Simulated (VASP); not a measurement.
Consider the following.

```
CELL_PARAMETERS angstrom
      3.31029     0.00000     0.00000
     -1.65515     2.86680     0.00000
      0.00000     0.00000     5.48319
ATOMIC_POSITIONS crystal
  Sb 0.33333 0.66667 0.25000
  Sb 0.66667 0.33333 0.75000
```

Method: PBEsol GGA, VASP's PBE PAW potentials (set 64) (plane waves; VASP). Settings: 400 eV cut-off, Gaussian smearing of 0.050 eV, potentials Sb.

Task: Give the energies of bands 3 to 8 at the high-symmetry points, in eV from the Fermi level.

Result: 
```json
[
 {"band": "3", "Γ": "-6.13", "M": "-4.54", "K": "-4.67", "A": "-1.04", "L": "-5.59", "H": "-4.46"},
 {"band": "4", "Γ": "3.85", "M": "-3.33", "K": "-2.36", "A": "-1.04", "L": "-5.59", "H": "-4.46"},
 {"band": "5", "Γ": "3.85", "M": "-2.41", "K": "-2.36", "A": "4.66", "L": "1.69", "H": "-3.45"},
 {"band": "6", "Γ": "5.38", "M": "-0.25", "K": "-1.26", "A": "4.66", "L": "1.69", "H": "-3.45"},
 {"band": "7", "Γ": "5.48", "M": "0.44", "K": "-0.83", "A": "4.66", "L": "1.73", "H": "2.95"},
 {"band": "8", "Γ": "5.48", "M": "3.74", "K": "-0.83", "A": "4.66", "L": "1.73", "H": "2.95"}
]
```

It has no gap at this level: it comes out as a metal or semimetal.

The structure was generated: Sb was put into the hcp type (P6_3/mmc), which need not be its known phase. It was relaxed first, which changed the volume by -5 %.
